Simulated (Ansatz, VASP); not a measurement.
# Cross-check of BAs between VASP and Ansatz, part 2 of 2

One calculation is typed for both programs; each brings its own data sets. How far apart do they land? The cell is taken from a series of runs on this material, whose earlier steps may have relaxed, scaled, displaced or heated it; both programs get it as it stands.

VASP 6.6.1 and Ansatz 0.2.0.

So far: Set-up; VASP: zone-centre phonons, r2SCAN, pair 1; Ansatz: zone-centre phonons, r2SCAN, pair 1; Differences.

## (5) VASP: zone-centre phonons, r2SCAN, pair 2

Level of this step: r2SCAN; plane waves and PAW (B, As) (VASP).

Second derivatives magnify differences that forces hide, and they need a tight electronic threshold. The cell compared in this pair holds 27.78 Å³, against 26.96 Å³ for the pair before.

File INCAR:

```
SYSTEM = BAs
PREC = Accurate
ENCUT = 550
EDIFF = 1E-08
NELM = 120
ISMEAR = 0
SIGMA = 0.01
LREAL = .FALSE.
ALGO = Normal
METAGGA = R2SCAN
LASPH = .TRUE.
NBANDS = 10
LORBIT = 11
LWAVE = .FALSE.
LCHARG = .FALSE.
ISIF = 2
IBRION = 6
NFREE = 2
POTIM = 0.015
NSW = 1
GGA_COMPAT = .FALSE.
EFERMI = MIDGAP
LMIXTAU = .TRUE.
KPAR = 2
```

File POSCAR:

```
BAs
1.0
    0.0000000000      2.4038414441      2.4038414441
    2.4038414441      0.0000000000      2.4038414441
    2.4038414441      2.4038414441      0.0000000000
B As
1 1
Direct
    0.0000000000      0.0000000000      0.0000000000
    0.2500000000      0.2500000000      0.2500000000
```

File KPOINTS:

```
Automatic mesh
0
Gamma
10 10 10
0 0 0
```

Potentials, in the order of the species: B and As (PBE family, release 64).

Started as:

```bash
$ mpirun -np 2 vasp_std
```

Numbers of over 12 decimals in the logs are rounded to 6 here.

The program printed:

```text
[banner, memory and clock lines left out]
running    2 mpi-ranks, on    1 nodes
[...]
[... a notice as in an earlier step ...]

 LDA part: xc-table for (None), standard interpolation
 POSCAR, INCAR and KPOINTS ok, starting setup
[...]
entering main loop
       N       E                     dE             d eps       ncg     rms          rms(c)
DAV:   1     0.222229261951E+01    0.22223E+01   -0.40209E+03   940   0.765E+02
DAV:   2    -0.231427338009E+02   -0.25365E+02   -0.24345E+02  1372   0.114E+02
DAV:   3    -0.238290431068E+02   -0.68631E+00   -0.68496E+00  1120   0.182E+01
DAV:   4    -0.238310596459E+02   -0.20165E-02   -0.20164E-02  1146   0.110E+00
[...]
DAV:  20    -0.222547232354E+02   -0.62288E-07   -0.32138E-10   556   0.175E-04    0.354E-05
DAV:  21    -0.222547231852E+02    0.50132E-07   -0.21824E-10   550   0.133E-04    0.173E-05
DAV:  22    -0.222547231918E+02   -0.65048E-08   -0.27227E-11   538   0.529E-05
   1 F= -.22254723E+02 E0= -.22254723E+02  d E =0.000000E+00
[... from here on, the cycles between the ionic steps are left out ...]
   2 F= -.22252861E+02 E0= -.22252861E+02  d E =0.000000E+00
   3 F= -.22252861E+02 E0= -.22252861E+02  d E =0.000000E+00
   4 F= -.22252862E+02 E0= -.22252862E+02  d E =0.000000E+00
   5 F= -.22252862E+02 E0= -.22252862E+02  d E =0.000000E+00
 Finite differences progress:
  Degree of freedom:   2/  2
  Displacement:        2/  2
  Total:               4/  4
```

From OUTCAR (step 5):

```text
  Total       -0.3168619     -0.3137312     -0.3137312      0.0000000      0.0920602      0.0000000
  in kB      -18.2739775    -18.0934262    -18.0934262      0.0000000      5.3092727      0.0000000
  external PRESSURE =     -18.1536100 kB  Pullay stress =       0.0000000 kB

 POSITION                                       TOTAL-FORCE (eV/Angst)
 -----------------------------------------------------------------------------------
      0.00000      0.00000      0.00000        -0.248179      0.000000      0.000000
      1.18692      1.20192      1.20192         0.248179     -0.000000     -0.000000
 -----------------------------------------------------------------------------------
    total drift:                               -0.000002     -0.000000     -0.000000

  FREE ENERGIE OF THE ION-ELECTRON SYSTEM (eV)
  ---------------------------------------------------
  free  energy   TOTEN  =       -22.2528617731 eV

  energy  without entropy=      -22.2528617731  energy(sigma->0) =      -22.25286177

[... 1 part as in an earlier step ...]

[... 2 further parts left out ...]
[key lines of the parts left out:]
E-fermi :   6.5600
```

Levels, forces or a CONTCAR printed for this step are those of its last displaced cell, not of the structure at rest.

## (6) Ansatz: zone-centre phonons, r2SCAN, pair 2

The same cell, functional and mesh now go to Ansatz, which takes its cutoff from its data sets.

The cell is taken from a series of runs on this material, whose earlier steps may have relaxed, scaled, displaced or heated it; both programs get it as it stands.

File input.yaml:

```yaml
crystal:
  lattice:
    - [0.0, 2.4038414441, 2.4038414441]
    - [2.4038414441, 0.0, 2.4038414441]
    - [2.4038414441, 2.4038414441, 0.0]
  atoms:
    - { symbol: B, position: [0.0, 0.0, 0.0] }
    - { symbol: As, position: [0.25, 0.25, 0.25] }
kpoints:
  mp_grid: { grid: [10, 10, 10] }
hamiltonian:
  xc: r2scan
scf:
  occupations: { method: fixed }
output:
  eigenvalues: true
phonons:
  method: dfpt
```

Started as:

```bash
$ ansatz run input.yaml --threads 4 --pin off --max-ram 15360MiB --backend cpu --events-out ev --progress --plain --runs-dir out
```

The program printed:

```text
[...]
Crystal: 2 atoms, lattice volume = 27.781 Å³
Basis set: ecut = 500 eV, 725 PW (Γ), exchange–correlation on 125×125×125 points (125 copies of the dense FFT grid, shifted against one another)
Bands: 13, of which v1, the nominal top of the filled ones, is band 9 counted from 1 (8 counted from 0)
Symmetry: 24 space group operations
k-points: 171 of 1000 (irreducible under 4 space group operations, time reversal used)
[...]
k-point 1: bands = [... 5 lower, -5.0825, 9.2707, 10.4159, 10.4159, 14.3431, 14.5679, 14.5679, 16.5219]
  k-point 2: bands = [... 5 lower, -4.5819, 6.8173, 9.8153, 9.8153, 14.1277, 15.3255, 15.3255, 18.3117]
  k-point 170: bands = [... 5 lower, -0.9760, 2.3203, 4.8921, 6.1119, 15.8586, 16.7536, 18.0545, 19.1368]
[...]
ASR residual: 2.476e-4 → 0.000e0 eV/Å²; symmetrization residual: 1.986e-6 eV/Å²
  ASR residual per site (eV/Å²): 2.48e-4 1.22e-5
  Γ frequencies (cm⁻¹): 0.00 0.00 0.00 686.75 686.75 686.75
[...]
[key lines of the parts left out:]
SCF converged after 8 iterations
Free energy (F): -5021.339052 eV
Fermi energy:    10.731010 eV
```

## (7) Side by side

What differs besides the data sets and the points named for the pairs above, as far as they apply: the data sets hold 18 valence electrons in Ansatz (on its default PAW (the set named soft_2) files) and 8 in VASP. Total energies have different zeros and are not compared.

The two programs side by side:

| quantity | Ansatz | VASP | difference |
| --- | --- | --- | --- |
| optical mode 1 to 3 (cm⁻¹) | 686.8 | 690.2 | -0.49 % |

Modes are paired by rising frequency, not by their patterns, so a pair may set unlike modes beside each other; they are those without the splitting of longitudinal modes.

## (8) Summary of results

```yaml
r_m_s_difference_of_the_optical_zone_centre_modes_each_program_s_sorted_by_frequency_zone_centre_phonons_r2scan_pair_1: 3.8 cm⁻¹
difference_in_optical_mode_1_to_3_zone_centre_phonons_r2scan_pair_1: -0.5 %
r_m_s_difference_of_the_optical_zone_centre_modes_each_program_s_sorted_by_frequency_zone_centre_phonons_r2scan_pair_2: 3.4 cm⁻¹
```

What this shows: The r.m.s. difference of the optical zone-centre modes, each program's sorted by frequency is 3.8 cm⁻¹ (zone-centre phonons, r2SCAN, pair 1). The data sets hold unlike numbers of valence electrons (18 in Ansatz and 8 in VASP), so part of the differences comes from the potentials. Among the rows given in per cent, the largest difference of the zone-centre phonons, r2SCAN, pair 1 pair is in optical mode 1 to 3, -0.5 %. Such differences can come from data sets, numerical settings and the points named under the comparisons, not from the functional's error against experiment.

[Lines on the potential files, build, host, timing and source positions are cut from VASP's logs without a mark.]

[Logs are printed without paths, hosts, clocks, repeated set-up lines and the standing remarks that a program may print on its own settings, such as how far it seeks lower states.]

[Hosts, paths, dates, database ids (printed as entryN), source tags and the programs' standing remarks are cut or masked in the printed files.]
